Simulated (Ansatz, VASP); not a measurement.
# FeSi2 (Linzhiite) in two plane-wave programs

One calculation is typed for both programs; each brings its own data sets. How far apart do they land? The cell is taken from a series of runs on this material, whose earlier steps may have relaxed, scaled, displaced or heated it; both programs get it as it stands.

Calculated with Ansatz 0.2.0; plane waves, with VASP 6.6.1 beside it; zone-centre phonons at LDA.

### 1. The structure

The structure is tetragonal, space group P4/mmm (No. 123). The conventional cell has a = 2.597 Å, b = 2.597 Å, c = 4.992 Å, α = 90.00°, β = 90.00°, γ = 90.00°. Nearest to Si lie 1 Si at 2.26 Å and 4 Fe at 2.29 Å. Fe has 8 Si at 2.29 Å nearest. Farther neighbours are not listed.

### 2. Ansatz: zone-centre phonons, LDA

Ansatz runs on its PAW soft_1 files.

Second derivatives magnify differences that forces hide, and they need a tight electronic threshold.

File input.yaml:

```yaml
crystal:
  lattice:
    - [2.5971356104, 0.0, 0.0]
    - [0.0, 2.5971356104, 0.0]
    - [0.0, 0.0, 4.9920443199]
  atoms:
    - { symbol: Si, position: [0.5, 0.5, 0.2733475438] }
    - { symbol: Si, position: [0.5, 0.5, 0.7266524562] }
    - { symbol: Fe, position: [0.0, 0.0, 0.0] }
kpoints:
  mp_grid: { grid: [16, 16, 8] }
hamiltonian:
  xc: lda
  pseudopotentials: { kind: paw, azcp: { folder: soft_1 }, xc_functional: pbe }
scf:
  occupations: { method: methfessel_paxton, width: 0.2 }
output:
  eigenvalues: true
phonons:
  method: dfpt
```

Started as:

```
ansatz run input.yaml --threads 4 --pin off --max-ram 10240MiB --backend cpu --events-out ev --progress --plain --runs-dir out
```

Numbers of over 12 decimals in the logs are rounded to 6 here.

Output:

```text
zone centre: on kpoints.mp_grid the ground state, and the responses unless they are solved on pairs of k-points, stand on 405 of the mesh's 2048 k-points, reduced under 4 symmetry operations, with k and −k counted as one. Each operation leaves every solved displacement unchanged or reverses it
Engine: ansatz 0.2.0, x86_64-unknown-linux-gnu
Pseudopotentials: kind: paw
Pseudopotential: Si, paw, valence charge 4, recommended cutoff 420 eV (normal), soft_1/Si.paw.azcp
Pseudopotential: Fe, paw, valence charge 16, recommended cutoff 420 eV (normal), soft_1/Fe.paw.azcp
Functional definition: SPW92
  exchange = slater_x
  correlation = pw_c
Crystal: 3 atoms, lattice volume = 33.672 Å³
Basis set: ecut = 420 eV, 669 PW (Γ), exchange–correlation on 36×36×72 points (8 copies of the dense FFT grid, shifted against one another)
Bands: 16, of which v1, the nominal top of the filled ones, is band 12 counted from 1 (11 counted from 0)
Symmetry: 16 space group operations
k-points: 405 of 2048 (irreducible under 4 space group operations, time reversal used)
Non-local potential: Si, projectors of the file, l = 0: 2, l = 1: 2, l = 2: 1
Non-local potential: Fe, projectors of the file, l = 0: 3, l = 1: 2, l = 2: 3, l = 3: 1
PAW form: soft (Blöchl's): semilocal exchange-correlation on the pseudo side does not see the compensation charge
PAW frozen core: Si, regenerated for the run's functional, and the local potential with it (the file was generated under x = pbe(κ = 0.804, μ = 0.219515), c = pbe(β = 0.066725))
PAW frozen core: Fe, regenerated for the run's functional, and the local potential with it (the file was generated under x = pbe(κ = 0.804, μ = 0.219515), c = pbe(β = 0.066725))
PAW one-centre angular grid: Si, 110 points (default); XC on 64 Gauss nodes
PAW one-centre angular grid: Fe, 590 points (default); XC on 64 Gauss nodes
Initial density: superposition of atomic densities (chi_scale 0.1, normalization cell, long waves kept (reshape's long-wave potential 0.00 eV rms))
Initial wavefunctions: pseudopotential atomic-orbital guess
Functional: x = slater, c = lda
SCF iter   1: F=—  HF=-5640.609588 eV  |F-HF|=—  |Δ(HF+E_count)|=         —  Δρ=1.24e-1  dr2=1.19e1  ethr=3.10e-3  ⟨swp⟩=5.1  Hψ=34659  notcnv=0
preconditioner: auto → none  [metal: Δε(μ)=0.001 eV  Ē_g=8.667 eV  σ=0.200 eV  W_gap=0.00  n_scr=8 (ndim 8)  ℏωp=25.6 eV  f_vac=0.000  D(μ)=1.38/eV (n_scr^D=8)  sad-step TF]
SCF iter   2: F=—  HF=-5640.300367 eV  |F-HF|=—  |Δ(HF+E_count)|=   3.09e-1  S|Δr|=    0.00e0  Δρ=1.42e-1  dr2=1.22e1  ethr=3.10e-3  ⟨swp⟩=2.0  Hψ=11125  notcnv=0
SCF iter   3: F=—  HF=-5638.963529 eV  |F-HF|=—  |Δ(HF+E_count)|=    1.34e0  S|Δr|=    0.00e0  Δρ=5.08e-2  dr2=8.67e-1  ethr=3.10e-3  ⟨swp⟩=3.1  Hψ=12439  notcnv=0
SCF iter   4: F=—  HF=-5638.848599 eV  |F-HF|=—  |Δ(HF+E_count)|=   1.15e-1  S|Δr|=    0.00e0  Δρ=1.17e-2  dr2=8.82e-2  ethr=3.10e-3  ⟨swp⟩=2.5  Hψ=12747  notcnv=0
SCF iter   5: F=—  HF=-5638.817343 eV  |F-HF|=—  |Δ(HF+E_count)|=   3.13e-2  S|Δr|=    0.00e0  Δρ=3.38e-3  dr2=2.31e-3  ethr=3.68e-4  ⟨swp⟩=2.0  Hψ=10701  notcnv=0
SCF iter   6: F=—  HF=-5638.817187 eV  |F-HF|=—  |Δ(HF+E_count)|=   1.56e-4  S|Δr|=    0.00e0  Δρ=4.87e-4  dr2=2.20e-5  ethr=9.64e-6  ⟨swp⟩=2.2  Hψ=9395  notcnv=0
SCF iter   7: F=—  HF=-5638.817178 eV  |F-HF|=—  |Δ(HF+E_count)|=   8.69e-6  S|Δr|=    0.00e0  Δρ=6.78e-5  dr2=1.19e-6  ethr=9.16e-8  ⟨swp⟩=2.0  Hψ=11221  notcnv=0
SCF iter   8: F=—  HF=-5638.817179 eV  |F-HF|=—  |Δ(HF+E_count)|=   5.64e-7  S|Δr|=    0.00e0  Δρ=1.14e-5  dr2=2.04e-8  ethr=4.97e-9  ⟨swp⟩=2.4  Hψ=10168  notcnv=0
SCF iter   9: F=—  HF=-5638.817179 eV  |F-HF|=—  |Δ(HF+E_count)|=   4.77e-9  S|Δr|=    0.00e0  Δρ=1.57e-6  dr2=3.05e-10  ethr=8.49e-11  ⟨swp⟩=2.4  Hψ=10484  notcnv=0
SCF iter  10: F=-5638.817179 eV  HF=-5638.817179 eV  |F-HF|=9.09e-13  |Δ(HF+E_count)|=  8.28e-11  S|Δr|=    0.00e0  Δρ=1.34e-7  dr2=2.61e-12  ethr=1.00e-12  ⟨swp⟩=4.3  Hψ=33556  notcnv=0
SCF 1 converged in 10 iterations: F = -5638.817179 eV  dr2 = 2.61e-12
  greatest PAW one-centre occupation: 1.001 electrons in one spin orbital (limit 2), on the Fe atom at site 2 (counted from 0), in its partial waves of l = 1
DFPT response loops at Γ: preconditioner auto → Kerker (q_TF=auto, 2.579 Å⁻¹) (partly filled bands, converged f_vac=0.000); β = 1.00, the filter's whole step (`scf.mixing.beta` (0.50) is not read by the response loops under this deck's `scf.mixing.preconditioner`; to damp them name `kerker` or `kerker_dos`, under which they read `scf.mixing.beta`, and type it under 1.00, their step now; both keys bind the ground state too); Broyden in place of MSR1
SCF converged after 10 iterations
Stability not checked: this state was not tested for a lower state beside it, because cold or Methfessel-Paxton smearing, or corrected tetrahedra, fill the levels in a way that the test cannot read (fill_not_monotonic; see scf.lower_state_search)
Free energy (F): -5638.817179 eV
Harris-Foulkes:  -5638.817179 eV  (|F-HF|=9.09e-13)
Internal energy: -5638.818322 eV  (E = F + TS)
E sigma→0 (E₀):  -5638.817465 eV
Entropy (-TS):   0.001143 eV (0.381 meV/atom)
Fermi energy:    15.662530 eV
Step filling:    the computed levels leave a gap of 0.0118 eV = 0.1 smearing widths at the electron count; against every level under it full and every level over it empty, smearing changes F+E_penalty+E_count by +0.506 meV and its σ→0 estimate by +0.220 meV
--- Per-component energies (eV) ---
  E_band       = -193.706400
  E_kinetic    = 434.571299
  E_local      = -3492.560464  (includes V_loc(G=0)·N_el)
  E_nonlocal   = 340.869182
  E_hartree    = 1552.925612
  E_xc         = -230.710988
  E_vxc        = -249.473089  (∫ρ·V_xc dr)
  E_paw        = -2293.093005  (= ΣΔE_a)
  E_vpaw       = -332.963716  (= ΣTr[D̂ρ^β])
  E_aug_tail   = -0.000821  (compensation charges beyond the density's cutoff)
  E_ewald      = -1951.389336
  E_core_change = 0.570198  (= ΣΔE_core)
  E_smearing   = 0.001143  (= −TS)
  E_closure    = 0.000000  (closes the sum)
  Σ components = -5638.817179   (vs F -5638.817179, Δ=0.00e0)
--- Band table (eV; the first three rows and the last of 405) ---
  k-point 0: bands = [... 8 lower, 13.7191, 14.0165, 14.0165, 15.0674, 20.7456, 20.7456, 22.4610, 22.9725]
  k-point 1: bands = [... 8 lower, 13.6822, 14.0097, 14.0097, 15.0675, 20.8532, 20.8532, 21.4543, 22.7377]
  k-point 2: bands = [... 8 lower, 13.5514, 13.9934, 13.9934, 15.0676, 20.0144, 21.1654, 21.1654, 22.3774]
  k-point 404: bands = [... 8 lower, 12.3130, 12.3130, 13.6044, 15.9373, 15.9373, 15.9373, 16.5934, 19.2922]
--- Phonons (Γ-DFPT): 4 representative perturbations + reference, on 405 of 2048 k-points (Σ response iterations 14) ---
  k mesh reduced under 4 symmetry operations, with k and −k counted as one. Each operation leaves every solved displacement unchanged or reverses it
  ASR residual: 3.276e-5 → 0.000e0 eV/Å²; symmetrization residual: 3.335e-6 eV/Å²
  ASR residual per site (eV/Å²): 2.90e-5 2.90e-5 3.28e-5
  Γ frequencies (cm⁻¹): 0.00 0.00 0.00 247.64 247.64 331.22 331.22 403.15 623.73
  non-analytic LO–TO correction: not included (Born effective charges unavailable; polar crystals: no LO–TO splitting at Γ)
```

(Continued in part 2 of 2.)

[Lines on the potential files, build, host, timing and source positions are cut from VASP's logs without a mark.]

[Logs are printed without paths, hosts, clocks, repeated set-up lines and the standing remarks that a program may print on its own settings, such as how far it seeks lower states.]

[Hosts, paths, dates, database ids (printed as entryN), source tags and the programs' standing remarks are cut or masked in the printed files.]
